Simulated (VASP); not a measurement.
VASP input:

KPOINTS:
```
Automatic mesh
0
Gamma
7 7 7
0 0 0
```

**INCAR**
```
AGGAC = 0.0
ALGO = Normal
EDIFF = 1E-6
EDIFFG = -0.02
ENCUT = 520
GGA = BO
IBRION = 2
ISIF = 3
ISMEAR = 0
LASPH = T
LCHARG = F
LMAXMIX = 6
LREAL = F
LUSE_VDW = T
LWAVE = F
NELM = 100
NSW = 60
PARAM1 = 0.1833333333
PARAM2 = 0.22
PREC = Accurate
SIGMA = 0.05
SYSTEM = HfO2
```

POSCAR:
```
HfO2
1
    0.0000000000     2.5104630631     2.5104630631
    2.5104630631     0.0000000000     2.5104630631
    2.5104630631     2.5104630631     0.0000000000
Hf O
1 2
Direct
  0.0000000000   0.0000000000   0.0000000000
  0.2500000000   0.2500000000   0.2500000000
  0.7500000000   0.7500000000   0.7500000000
```

POTCAR, in this order: Hf_pv O (PBE.64 set). Program: vasp_std.

**Question.** Translate this optB88-vdW calculation to Quantum ESPRESSO's pw.x.

**Answer.** One equivalent input (not run):
```
&CONTROL
  calculation = 'vc-relax'
  pseudo_dir = './pseudo'
  outdir = './out'
  tprnfor = .true.
  tstress = .true.
  nstep = 60
  forc_conv_thr = 0.00078
/
&SYSTEM
  ibrav = 0
  nat = 3
  ntyp = 2
  ecutwfc = 84
  occupations = 'smearing'
  smearing = 'gaussian'
  degauss = 0.003675
  input_dft = 'vdw-df-obk8'
/
&ELECTRONS
  conv_thr = 7.3e-08
  electron_maxstep = 100
/
&IONS
/
&CELL
/
ATOMIC_SPECIES
  Hf 178.490 Hf.upf
  O 15.999 O.upf
CELL_PARAMETERS angstrom
     0.0000000    2.5104631    2.5104631
     2.5104631    0.0000000    2.5104631
     2.5104631    2.5104631    0.0000000
ATOMIC_POSITIONS crystal
  Hf   0.0000000  0.0000000  0.0000000
  O    0.2500000  0.2500000  0.2500000
  O    0.7500000  0.7500000  0.7500000
K_POINTS automatic
  7 7 7 0 0 0
```
Limits of the translation: the potentials are each code's own (VASP's PAW set, PseudoDojo norm-conserving files in pw.x), so ENCUT and ecutwfc are chosen apart and not converted; conv_thr bounds pw.x's estimated SCF error, while EDIFF bounds the energy change between steps; forc_conv_thr acts on force components and is met together with etot_conv_thr.

The compound is HfO2 in the fluorite structure, the high-temperature cubic form, which is unstable at 0 K; the monoclinic form is the stable one. This run relaxes it. Symmetry was kept, so distortions that lower it aren't found. The start is the result of an earlier pass.
